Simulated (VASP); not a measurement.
SiB2, 15 atoms in the cell. The structure is trigonal, space group R3m (No. 160). Conventional cell: a = 6.386 Å, b = 6.386 Å, c = 13.615 Å, α = 90.00°, β = 90.00°, γ = 120.00°. Si (site symmetry 3m) is surrounded by 3 B at 2.07 Å. Si (site symmetry 3m) is surrounded by 4 B at 1.98 to 2.07 Å. Around Si (site symmetry m) lie 4 B at 2.05 to 2.20 Å. B (site symmetry m) is surrounded by 4 B at 1.71 to 1.85 Å. Around B (site symmetry m) lie 3 B at 1.76 to 1.85 Å and 1 Si at 1.98 Å. B (site symmetry 3m) is surrounded by 4 Si at 2.07 to 2.10 Å. Around B (site symmetry m) lie 5 B at 1.68 to 1.76 Å. The cell was built by a generator and needn't be a form met in nature.

| Item | Value |
| --- | --- |
| Program | VASP 6.6.1 |
| Task | density of states |
| Functional | PBE |
| Potentials or basis | VASP PAW PBE potentials, release 64 (Si, B) |
| Cutoff | 520 eV |
| k mesh | 6 × 6 × 6 |
| Occupations | gaussian, width 0.1 eV |
| Spin | no spin polarisation |
| k mesh for the DOS | 9 × 9 × 9 |
| Occupations for the DOS | tetrahedron |
| Further INCAR settings | ALGO = Normal; EDIFF = 1e-06 |

Potentials or basis: VASP PAW PBE potentials, release 64 (Si, B).

Command:

```console
$ cat potpaw_PBE.64/Si/POTCAR potpaw_PBE.64/B/POTCAR > POTCAR
$ cp INCAR.step1 INCAR
$ cp KPOINTS.step1 KPOINTS
$ mpirun -np 2 vasp_std > vasp.out
$ cp INCAR.step2 INCAR
$ cp KPOINTS.step2 KPOINTS
$ mpirun -np 2 vasp_std > vasp.out
```

Hardware: 2 MPI ranks on Intel(R) Xeon(R) Platinum 8375C CPU @ 2.90GHz (Ice Lake), on a shared host.

**Question.** How long does it take, and how much memory?

**Answer.** Run time: 4.2 min on 2 MPI ranks on Intel(R) Xeon(R) Platinum 8375C CPU @ 2.90GHz (Ice Lake), on a shared host, peak memory 0.49 GiB a rank. Counts: scf iterations 8, k points 85.
